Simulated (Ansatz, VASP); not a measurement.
# HfCdS3: VASP beside Ansatz, part 3 of 3

One calculation is typed for both programs; each brings its own data sets. How far apart do they land? The cell is generated by rule, not measured, and may not be a known phase. The cell is taken from a series of runs on this material, whose earlier steps may have relaxed, scaled, displaced or heated it; both programs get it as it stands.

VASP 6.6.1 and Ansatz 0.2.0.

So far: Starting point; Ansatz: relaxation of cell and atoms, PBEsol, pair 1; VASP: relaxation of cell and atoms, PBEsol, pair 1; Comparison; VASP: relaxation of cell and atoms, PBEsol, pair 2; Ansatz: relaxation of cell and atoms, PBEsol, pair 2.

### Step 7. Comparison

What differs besides the data sets and the points named for the pairs above, as far as they apply: the data sets hold 128 valence electrons in Ansatz (on its PAW soft_1 files) and 80 in VASP. Total energies have different zeros and are not compared.

Both answers:

```
                                         quantity  Ansatz    VASP  difference
                                      volume (Å³)  215.18  214.82     +0.17 %
edge a after relaxation, in the typed setting (Å)   6.882   6.875     +0.11 %
```

### Step 8. VASP: relaxation of cell and atoms, PBEsol, pair 3

The relaxed volume is the usual yardstick between codes: in a stiff, nearly cubic crystal its relative difference is about their pressure difference at one cell divided by the bulk modulus.

Input file INCAR:

```
SYSTEM = HfCdS3
PREC = Accurate
ENCUT = 500
EDIFF = 1E-07
NELM = 120
ISMEAR = 1
SIGMA = 0.2
LREAL = .FALSE.
ALGO = Normal
GGA = PS
NBANDS = 50
LASPH = .TRUE.
LORBIT = 11
LWAVE = .FALSE.
LCHARG = .FALSE.
ISIF = 3
IBRION = 2
NSW = 80
EDIFFG = -0.005
GGA_COMPAT = .FALSE.
NELMIN = 4
KPAR = 2
```

Input file POSCAR:

```
HfCdS3
1.0
   -3.3762890000      3.3762890000      4.7588160000
    3.3762890000     -3.3762890000      4.7588160000
    3.3762890000      3.3762890000     -4.7588160000
Cd Hf S
2 2 6
Direct
    0.7500000000      0.2500000000      0.5000000000
    0.2500000000      0.7500000000      0.5000000000
    0.5000000000      0.5000000000      0.0000000000
    0.0000000000      0.0000000000      0.0000000000
    0.8390821994      0.6609178006      0.5000000000
    0.1609178006      0.3390821994      0.5000000000
    0.7500000000      0.7500000000      0.0000000000
    0.2500000000      0.2500000000      0.0000000000
    0.6609178006      0.1609178006      0.8218356012
    0.3390821994      0.8390821994      0.1781643988
```

Input file KPOINTS:

```
Automatic mesh
0
Gamma
8 8 8
0 0 0
```

PAW data sets: Cd, Hf_pv and S (PBE family, release 64).

Launch:

```bash
> mpirun -np 2 vasp_std
```

Numbers of over 12 decimals in the logs are rounded to 6 here.

The program printed:

```text
[... set-up lines as in an earlier step ...]
 entering main loop
       N       E                     dE             d eps       ncg     rms          rms(c)
DAV:   1     0.510486042084E+03    0.51049E+03   -0.37943E+04  5916   0.142E+03
DAV:   2    -0.202364594811E+02   -0.53072E+03   -0.50436E+03  6794   0.350E+02
DAV:   3    -0.628777031487E+02   -0.42641E+02   -0.41777E+02  7446   0.858E+01
DAV:   4    -0.637608953198E+02   -0.88319E+00   -0.88019E+00  6974   0.127E+01
[...]
DAV:  15    -0.585379646109E+02    0.24731E-06   -0.82511E-07  6880   0.340E-03    0.803E-03
DAV:  16    -0.585379647126E+02   -0.10170E-06   -0.16940E-07  4982   0.184E-03    0.474E-03
DAV:  17    -0.585379646819E+02    0.30762E-07   -0.17949E-08  3582   0.611E-04
   1 F= -.58537965E+02 E0= -.58540958E+02  d E =-.585380E+02
[...]
2 F= -.58538307E+02 E0= -.58541292E+02  d E =-.342087E-03
[...]
3 F= -.58538346E+02 E0= -.58541333E+02  d E =-.381417E-03
[...]
4 F= -.58538471E+02 E0= -.58541475E+02  d E =-.124506E-03
[...]
5 F= -.58538473E+02 E0= -.58541480E+02  d E =-.126880E-03
[...]
6 F= -.58538497E+02 E0= -.58541521E+02  d E =-.240213E-04
 trial-energy change:   -0.000024  1 .order   -0.000023   -0.000030   -0.000017
 step:   1.7816(harm=  2.1836)  dis= 0.00068  next Energy=   -58.538504 (dE=-0.311E-04)
 reached required accuracy - stopping structural energy minimisation
```

OUTCAR, selected parts (step 8):

```text
  Total        0.0180151      0.0180151     -0.0251346      0.0000000      0.0000000      0.0000000
  in kB        0.1332654      0.1332654     -0.1859316      0.0000000      0.0000000      0.0000000
  external PRESSURE =       0.0268664 kB  Pullay stress =       0.0000000 kB

 POSITION                                       TOTAL-FORCE (eV/Angst)
 -----------------------------------------------------------------------------------
     -0.00000      3.37288      2.37978        -0.000000      0.000000      0.000000
      3.37288     -0.00000      2.37978        -0.000000      0.000000      0.000000
      0.00000      0.00000      4.75955        -0.000000      0.000000      0.000000
     -3.37288      3.37288      4.75955         0.000000      0.000000      0.000000
      1.08802      2.28487      4.75955         0.002839     -0.002839      0.000000
      2.28487      1.08802      0.00000        -0.002839      0.002839      0.000000
      0.00000      0.00000      7.13933         0.000000      0.000000      0.000000
      0.00000      0.00000      2.37978        -0.000000      0.000000      0.000000
      1.08802      4.46090      0.00000         0.002839      0.002839     -0.000000
      2.28487     -1.08802      4.75955        -0.002839     -0.002839      0.000000
 -----------------------------------------------------------------------------------
    total drift:                               -0.000000      0.000000      0.000000

  FREE ENERGIE OF THE ION-ELECTRON SYSTEM (eV)
  ---------------------------------------------------
  free  energy   TOTEN  =       -58.5384970001 eV

  energy  without entropy=      -58.5475691838  energy(sigma->0) =      -58.54152106

[... 1 part as in an earlier step ...]

[... 3 further parts left out ...]
[key lines of the parts left out:]
E-fermi :   3.4476
```

### Step 9. Ansatz: relaxation of cell and atoms, PBEsol, pair 3

The same cell, functional, mesh and smearing now go to Ansatz, which takes its cutoff from its data sets.

The cell is taken from a series of runs on this material, whose earlier steps may have relaxed, scaled, displaced or heated it; both programs get it as it stands.

Input file input.yaml:

```yaml
crystal:
  lattice:
    - [-3.3762888222, 3.3762888222, 4.7588159275]
    - [3.3762888222, -3.3762888222, 4.7588159275]
    - [3.3762888222, 3.3762888222, -4.7588159275]
  atoms:
    - { symbol: Cd, position: [0.75, 0.25, 0.5] }
    - { symbol: Cd, position: [0.25, 0.75, 0.5] }
    - { symbol: Hf, position: [0.5, 0.5, 0.0] }
    - { symbol: Hf, position: [0.0, 0.0, 0.0] }
    - { symbol: S, position: [0.8390821513, 0.6609178487, 0.5] }
    - { symbol: S, position: [0.1609178487, 0.3390821513, 0.5] }
    - { symbol: S, position: [0.75, 0.75, 0.0] }
    - { symbol: S, position: [0.25, 0.25, 0.0] }
    - { symbol: S, position: [0.6609178487, 0.1609178487, 0.8218356975] }
    - { symbol: S, position: [0.3390821513, 0.8390821513, 0.1781643025] }
kpoints:
  mp_grid: { grid: [8, 8, 8] }
hamiltonian:
  xc: pbesol
  pseudopotentials: { kind: paw, azcp: { folder: soft_1 }, xc_functional: pbe }
scf:
  occupations: { method: methfessel_paxton, width: 0.2 }
output:
  forces: true
  stress: true
  eigenvalues: true
relax:
  adjacent_minimum: "off"
  f_tol: 0.001
  max_steps: 60
  cell: { stress_tol: 0.01 }
```

Launch:

```bash
> ansatz run input.yaml --threads 4 --pin off --max-ram 16384MiB --backend cpu --events-out ev --progress --plain --runs-dir out
```

The program printed:

```text
[...]
Crystal: 10 atoms, lattice volume = 216.989 Å³
Basis set: ecut = 420 eV, 4279 PW (Γ), exchange–correlation on 96×96×96 points (8 copies of the dense FFT grid, shifted against one another)
Bands: 77, of which v1, the nominal top of the filled ones, is band 64 counted from 1 (63 counted from 0)
Symmetry: 16 space group operations
[...]
k-points: 59 of 512
[...]
- { symbol: Hf, position: [0.500000, 0.500000, 0.0] }
    - { symbol: Hf, position: [0.0, 0.0, 0.0] }
    - { symbol: S, position: [0.839082151275, 0.660917848725, 0.5] }
    - { symbol: S, position: [0.160918, 0.339082, 0.500000] }
    - { symbol: S, position: [0.75, 0.75, 0.0] }
    - { symbol: S, position: [0.250000, 0.250000, 0.0] }
    - { symbol: S, position: [0.660918, 0.160918, 0.821836] }
    - { symbol: S, position: [0.339082, 0.839082, 0.178164] }
[key lines of the parts left out:]
SCF converged after 8 iterations
Free energy (F): -52884.026795 eV
Fermi energy:    9.194291 eV
P = ⅓ Tr σ = 0.0029 GPa (0.029 kbar)
```

### Step 10. Side by side

What differs besides the data sets and the points named for the pairs above, as far as they apply: the data sets hold 128 valence electrons in Ansatz (on its PAW soft_1 files) and 80 in VASP. Total energies have different zeros and are not compared.

The two programs side by side:

```
                                         quantity  Ansatz    VASP  difference
                                      volume (Å³)  216.99  216.59     +0.19 %
edge a after relaxation, in the typed setting (Å)   6.741   6.738     +0.04 %
```

### Step 11. Summary of results

```yaml
difference_in_volume_relaxation_of_cell_and_atoms_pbesol_pair_1: 0.090 %
difference_in_volume_relaxation_of_cell_and_atoms_pbesol_pair_2: 0.17 %
difference_in_volume_relaxation_of_cell_and_atoms_pbesol_pair_3: 0.19 %
```

**Reading.** The difference in volume is 0.19 % (relaxation of cell and atoms, PBEsol, pair 3), within the 1.2 % picked in this series as the mark of a large difference, as far as the stopping tolerances let one tell. The data sets hold unlike numbers of valence electrons (128 in Ansatz and 80 in VASP), so part of the differences comes from the potentials. How closely two codes agree says nothing of how well the functional describes the real material.

[Lines on the potential files, build, host, timing and source positions are cut from VASP's logs without a mark.]

[Logs are printed without paths, hosts, clocks, repeated set-up lines and the standing remarks that a program may print on its own settings, such as how far it seeks lower states.]

[Hosts, paths, dates, database ids (printed as entryN), source tags and the programs' standing remarks are cut or masked in the printed files.]
